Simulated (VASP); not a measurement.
Computed with AM05 GGA, VASP's PBE PAW potentials (set 64) (plane waves; VASP).

The input files of a VASP run:

### INCAR
```
ISMEAR=1
LWAVE=.FALSE.
LMAXMIX=6
EDIFFG=-0.01   ! ionic stop
PREC=Accurate
IBRION=2   ! conjugate gradients
SIGMA=0.1   ! width (eV)
EDIFF=1E-6   ! SCF stop (eV)
ENCUT=520   ! plane-wave cut-off (eV)
NSW=60
LCHARG=.FALSE.
NELM=100   ! most electronic steps
SYSTEM=AuZn
LASPH=.TRUE.
ISIF=3
LREAL=.FALSE.
GGA=AM
ALGO=Normal   ! blocked Davidson
```

POSCAR:
```
AuZn
1
    3.1255026229     0.0000000000    -0.0000000000
    0.0000000000     3.1255026229    -0.0000000000
    0.0000000000     0.0000000000     3.1255026229
Zn Au
1 1
Direct
  0.5000000000   0.5000000000   0.5000000000
  0.0000000000   0.0000000000   0.0000000000
```

**KPOINTS**
```
Automatic mesh
0
Gamma
11 11 11
0 0 0
```

POTCAR, in this order: Zn Au (PBE.64 set). Program: vasp_std.

Unless said otherwise, spin-orbit coupling is left out, though it shifts the bands of the heavy elements here.

Question: What does the run give for the energy per atom (σ→0), band gap (on the k-mesh)?

Answer: 
The energy per atom (σ→0) comes out as -2.710 eV/atom and the band gap (on the k-mesh) is none (metal, semimetal or under 0.01 eV).

### OSZICAR
```
...
DAV:   5    -0.594545033214E+01   -0.27884E-03   -0.27884E-03  2051   0.517E-01    0.921E+00
DAV:   6    -0.545784274356E+01    0.48761E+00   -0.16545E+00  1729   0.162E+01    0.574E+00
DAV:   7    -0.542880427159E+01    0.29038E-01   -0.40112E-02  2338   0.412E+00    0.301E+00
DAV:   8    -0.541930267845E+01    0.95016E-02   -0.85294E-03  2100   0.114E+00    0.126E-01
DAV:   9    -0.541932905874E+01   -0.26380E-04   -0.37829E-04  1892   0.244E-01    0.640E-02
DAV:  10    -0.541933688350E+01   -0.78248E-05   -0.29897E-05  2149   0.958E-02    0.160E-02
DAV:  11    -0.541933643046E+01    0.45304E-06   -0.70831E-06  1869   0.586E-02
   1 F= -.54193364E+01 E0= -.54191016E+01  d E =-.541934E+01
```

The compound is AuZn in the CsCl type structure. It was relaxed first. The start is the result of an earlier pass. The electron count is odd and the run is not spin-polarised, which forces a metal.
